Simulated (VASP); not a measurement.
Consider the following.

```
In
1.0
    3.08442     0.00000     0.00000
    0.00000     3.08442     0.00000
    0.00000     0.00000     3.08442
In
1
Direct
  0.00000   0.00000   0.00000
```

Computed with PBEsol GGA, VASP's PBE PAW potentials (set 64) (plane waves; VASP). Run with 400 eV cut-off, 11×11×11 Γ-centred mesh, first-order Methfessel-Paxton smearing of 0.10 eV, potentials In_d.

Energy and stress use the plane-wave basis of the starting cell.

Task: The ions, cell shape and volume are relaxed. Predict the relaxed structure.

Result: 
```
In
1.0
    3.01750     0.00000     0.00000
    0.00000     3.01750     0.00000
    0.00000     0.00000     3.01750
In
1
Direct
  0.00000   0.00000   0.00000
```
Space group Pm-3m (221), at a tolerance of 0.03 Å.

Task: How do energy and volume change from the first to the last step?

Result: The energy (σ→0) changes by -13.8 meV/atom and the volume by -6.4 %, in 5 ionic steps.

```csv
step,E(σ→0) (eV),max force (eV/Å),pressure (GPa),volume (Å³)
1,-2.8680,0.000,-2.23,29.34
2,-2.8817,0.000,-0.19,27.64
3,-2.8818,0.000,-0.07,27.52
4,-2.8816,0.000,0.28,27.28
5,-2.8818,0.000,0.00,27.48
```

The structure was generated: In was put into the simple-cubic type (Pm-3m), which need not be its known phase. This run relaxes it. Symmetry was kept, so distortions that lower it aren't found.
